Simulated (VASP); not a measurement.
Method: PBE GGA, VASP's PBE PAW potentials (set 64) (plane waves; VASP 6.6.1).

Input for VASP

File POSCAR:
```
Ti
1.0
  1.4475931146  -2.5073048803   0.0000000000
  1.4475931146   2.5073048803   0.0000000000
  0.0000000000   0.0000000000   4.5854474136
Ti
2
Cartesian
  1.4475931146   0.8357699650   1.1463618534
  1.4475931146  -0.8357699650   3.4390855602
```

**INCAR**
```
# general
SYSTEM =Ti
PREC   =Accurate
ENCUT  =500
LREAL  =F
LASPH  =T

# electronic loop
EDIFF  =1E-6
NELM   =100
ALGO   =Normal
LMAXMIX=4

# smearing
ISMEAR =1
SIGMA  =0.1

# functional
GGA    =PE

# ions
IBRION =2
NSW    =40
ISIF   =3
EDIFFG =-0.02
PSTRESS=100

# output
LWAVE  =F
LCHARG =F
```

KPOINTS:
```
Automatic mesh
0
Gamma
14 14 8
0 0 0
```

POTCAR, in this order: Ti_sv (PBE.64 set). Program: vasp_std.

The run wrote:

OSZICAR:
```
       N       E                     dE             d eps       ncg     rms          rms(c)
DAV:   1     0.246563278529E+03    0.24656E+03   -0.13407E+04  3848   0.184E+03
DAV:   2     0.106642504941E+02   -0.23590E+03   -0.23441E+03  4016   0.490E+02
DAV:   3    -0.164571584705E+02   -0.27121E+02   -0.26904E+02  7560   0.135E+02
DAV:   4    -0.175286640499E+02   -0.10715E+01   -0.10714E+01  3912   0.285E+01
DAV:   5    -0.175887808215E+02   -0.60117E-01   -0.60114E-01  6360   0.463E+00    0.124E+01
DAV:   6    -0.156401801023E+02    0.19486E+01   -0.71879E+00  4520   0.319E+01    0.326E+00
DAV:   7    -0.156282172766E+02    0.11963E-01   -0.81528E-01  5784   0.789E+00    0.208E+00
DAV:   8    -0.156601846382E+02   -0.31967E-01   -0.22968E-01  4440   0.633E+00    0.728E-01
DAV:   9    -0.156509859816E+02    0.91987E-02   -0.52050E-02  4592   0.272E+00    0.699E-02
DAV:  10    -0.156512932016E+02   -0.30722E-03   -0.28229E-03  6016   0.439E-01    0.852E-02
DAV:  11    -0.156513024271E+02   -0.92255E-05   -0.18239E-04  5048   0.133E-01    0.303E-02
DAV:  12    -0.156512906930E+02    0.11734E-04   -0.32931E-05  4888   0.534E-02    0.156E-03
DAV:  13    -0.156512922816E+02   -0.15886E-05   -0.70398E-07  2968   0.856E-03    0.980E-04
DAV:  14    -0.156512932460E+02   -0.96431E-06   -0.24294E-07  2336   0.501E-03
   1 F= -.13573727E+02 E0= -.13574478E+02  d E =-.135737E+02
       N       E                     dE             d eps       ncg     rms          rms(c)
DAV:   1    -0.173353132102E+02   -0.16840E+01   -0.47514E+01  5120   0.941E+01    0.119E+01
DAV:   2    -0.155259158093E+02    0.18094E+01   -0.80091E+00  5504   0.352E+01    0.367E+00
DAV:   3    -0.154136620761E+02    0.11225E+00   -0.14658E+00  5560   0.898E+00    0.142E+00
DAV:   4    -0.154536499400E+02   -0.39988E-01   -0.30932E-01  4832   0.466E+00    0.292E-01
DAV:   5    -0.154713530173E+02   -0.17703E-01   -0.36832E-02  5256   0.156E+00    0.505E-01
DAV:   6    -0.154907080635E+02   -0.19355E-01   -0.40966E-02  4904   0.114E+00    0.133E-01
DAV:   7    -0.154913233765E+02   -0.61531E-03   -0.19977E-03  4808   0.349E-01    0.116E-01
DAV:   8    -0.154922095803E+02   -0.88620E-03   -0.21507E-03  4880   0.348E-01    0.328E-02
DAV:   9    -0.154922433776E+02   -0.33797E-04   -0.27878E-04  5976   0.941E-02    0.129E-02
DAV:  10    -0.154922435389E+02   -0.16129E-06   -0.88755E-06  4496   0.353E-02
   2 F= -.13568770E+02 E0= -.13569339E+02  d E =0.495745E-02
       N       E                     dE             d eps       ncg     rms          rms(c)
DAV:   1    -0.161135298975E+02   -0.62129E+00   -0.13469E+01  5024   0.534E+01    0.620E+00
DAV:   2    -0.156060180050E+02    0.50751E+00   -0.27620E+00  5824   0.196E+01    0.191E+00
DAV:   3    -0.155724641041E+02    0.33554E-01   -0.35217E-01  5024   0.434E+00    0.575E-01
DAV:   4    -0.155839010388E+02   -0.11437E-01   -0.70834E-02  5448   0.205E+00    0.228E-01
DAV:   5    -0.155940169785E+02   -0.10116E-01   -0.22800E-02  4960   0.101E+00    0.336E-01
DAV:   6    -0.155963653387E+02   -0.23484E-02   -0.59732E-03  5512   0.671E-01    0.102E-01
DAV:   7    -0.155968511177E+02   -0.48578E-03   -0.10602E-03  5032   0.225E-01    0.377E-02
DAV:   8    -0.155969545812E+02   -0.10346E-03   -0.20805E-04  5304   0.872E-02    0.112E-02
DAV:   9    -0.155969569014E+02   -0.23202E-05   -0.18948E-05  5800   0.323E-02    0.289E-03
DAV:  10    -0.155969556283E+02    0.12731E-05   -0.39143E-07  2104   0.620E-03    0.206E-03
DAV:  11    -0.155969551325E+02    0.49576E-06   -0.10519E-07  1952   0.405E-03
   3 F= -.13593142E+02 E0= -.13593837E+02  d E =-.194142E-01
```

**OUTCAR**
```
------------------------ aborting loop because EDIFF is reached ----------------------------------------
  FORCE on cell =-STRESS in cart. coord.  units (eV):
  Direction    XX          YY          ZZ          XY          YZ          ZX
  --------------------------------------------------------------------------------------
  Total        1.9801367      1.9801368      2.0011207      0.0000000      0.0000000      0.0000000
  in kB       98.8184171     98.8184217     99.8656198      0.0000000      0.0000000      0.0000000
  external PRESSURE =      -0.8325138 kB  Pullay stress =     100.0000000 kB
  volume of cell :       32.10
      direct lattice vectors                 reciprocal lattice vectors
     1.430211054 -2.477198269  0.000000000     0.349598752 -0.201840929  0.000000000
     1.430211054  2.477198269 -0.000000000     0.349598752  0.201840929 -0.000000000
     0.000000000  0.000000000  4.530821774     0.000000000  0.000000000  0.220710513
 POSITION                                       TOTAL-FORCE (eV/Angst)
 -----------------------------------------------------------------------------------
      1.43021      0.82573      1.13271         0.000000     -0.000000      0.000000
      1.43021     -0.82573      3.39812        -0.000000      0.000000      0.000000
 -----------------------------------------------------------------------------------
    total drift:                                0.000167      0.001048     -0.000018
  FREE ENERGIE OF THE ION-ELECTRON SYSTEM (eV)
  ---------------------------------------------------
  free  energy   TOTEN  =       -15.5969551325 eV

  energy  without entropy=      -15.5990406897  energy(sigma->0) =      -15.59765032
  enthalpy is  TOTEN    =       -13.5931416676 eV   P V=        2.0038134650

 reached required accuracy - stopping structural energy minimisation
```
(Selected blocks of OUTCAR.)

### CONTCAR
```
Ti
   1.00000000000000
     1.4302110543759545   -2.4771982694976424    0.0000000000000000
     1.4302110543759545    2.4771982694976424   -0.0000000000000000
     0.0000000000000000    0.0000000000000000    4.5308217735629857
  Ti
     2
Direct
     0.3333330000000032    0.6666669999999968    0.2500000000000000
     0.6666669999999968    0.3333330000000032    0.7500000000000000
```

### OUTCAR
```
 val. band max:        9.2022137863   @ k =   0.0000   0.0000   0.3750

 cond. band min:       9.2367925351   @ k =   0.3571   0.2857   0.2500


 Fermi energy:         9.2124183788

 k-point     1 :       0.0000    0.0000    0.0000
  band No.  band energies     occupation
      1     -47.5440      2.00000
      2     -47.3565      2.00000
      3     -24.2311      2.00000
      4     -23.4104      2.00000
      5     -23.4104      2.00000
      6     -23.3211      2.00000
      7     -23.2833      2.00000
      8     -23.2833      2.00000
      9       2.8068      2.00000
     10       6.3042      2.00000
     11      10.0096     -0.00000
     12      10.0096     -0.00000
     13      10.1372     -0.00000
     14      10.2015     -0.00000
     15      10.5689     -0.00000
     16      10.5689     -0.00000

 k-point     2 :       0.0714    0.0000    0.0000
  band No.  band energies     occupation
      1     -47.5371      2.00000
      2     -47.3538      2.00000
      3     -24.2167      2.00000
      4     -23.4403      2.00000
      5     -23.4204      2.00000
      6     -23.3271      2.00000
      7     -23.3145      2.00000
      8     -23.2871      2.00000
      9       2.9619      2.00000
     10       6.4271      2.00000
     11       9.7156     -0.00000
     12       9.8713     -0.00000
     13      10.1219     -0.00000
     14      10.3619     -0.00000
     15      10.4925     -0.00000
     16      10.6689     -0.00000

 k-point     3 :       0.1429    0.0000    0.0000
  band No.  band energies     occupation
      1     -47.5175      2.00000
      2     -47.3464      2.00000
      3     -24.1748      2.00000
      4     -23.5245      2.00000
      5     -23.4476      2.00000
      6     -23.4003      2.00000
      7     -23.3453      2.00000
      8     -23.2983      2.00000
      9       3.4107      2.00000
     10       6.7574      2.00000
     11       9.2008      1.19474
     12       9.2864      0.05414
     13      10.2534     -0.00000
...
```

Energy and stress use the plane-wave basis of the starting cell.

The compound is Ti in the hcp structure. This run relaxes it under an external pressure of 10 GPa. Symmetry was kept, so distortions that lower it aren't found.
